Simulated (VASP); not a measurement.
Given:

```
MoAsGe
1.0
    4.60088    -1.61930     0.00286
    4.60088     1.61930     0.00286
   -3.77347     0.00000     6.63241
Ge Mo As
2 2 2
Direct
  0.39556   0.39556   0.10352
  0.60444   0.60444   0.89648
  0.15395   0.15395   0.20122
  0.84605   0.84605   0.79878
  0.85507   0.85507   0.46380
  0.14493   0.14493   0.53620
```

These are PBEsol GGA with spin-orbit coupling, VASP's PBE PAW potentials (set 64) (plane waves; VASP 6.6.1) values and carry that method's errors. Settings: 400 eV cut-off, 9×9×4 Γ-centred mesh, Gaussian smearing of 0.050 eV, potentials Ge_d Mo_sv As.

Give the energies of bands 57 to 70 at the high-symmetry points, in eV from the Fermi level.

| band | Γ | C | Y2 | M2 | D | A | V2 |
|---|---|---|---|---|---|---|---|
| 57 | -1.59 | -2.10 | -1.61 | -1.37 | -2.15 | -2.04 | -2.54 |
| 58 | -1.59 | -2.10 | -1.61 | -1.37 | -2.15 | -2.04 | -2.54 |
| 59 | -1.49 | -1.81 | -1.14 | -1.14 | -1.74 | -1.20 | -1.99 |
| 60 | -1.49 | -1.81 | -1.14 | -1.14 | -1.74 | -1.20 | -1.99 |
| 61 | -0.95 | -1.66 | -0.20 | -0.74 | -1.65 | -1.16 | -1.82 |
| 62 | -0.95 | -1.66 | -0.20 | -0.74 | -1.65 | -1.16 | -1.82 |
| 63 | -0.76 | -1.08 | -0.09 | -0.45 | -1.26 | -0.34 | -1.26 |
| 64 | -0.76 | -1.08 | -0.09 | -0.45 | -1.26 | -0.34 | -1.26 |
| 65 | -0.12 | -0.74 | 0.13 | 0.12 | -0.42 | -0.15 | -0.74 |
| 66 | -0.12 | -0.74 | 0.13 | 0.12 | -0.42 | -0.15 | -0.74 |
| 67 | 0.36 | 1.01 | 0.35 | 0.25 | 0.61 | 0.09 | 1.41 |
| 68 | 0.36 | 1.01 | 0.35 | 0.25 | 0.61 | 0.09 | 1.41 |
| 69 | 1.76 | 1.17 | 0.59 | 1.62 | 1.33 | 2.45 | 2.16 |
| 70 | 1.76 | 1.17 | 0.59 | 1.62 | 1.33 | 2.45 | 2.16 |

It has no gap at this level: it comes out as a metal or semimetal.

The structure comes from a computed database's GeMoAs entry (C2/m); how it stands against other phases isn't given here. It was relaxed first.
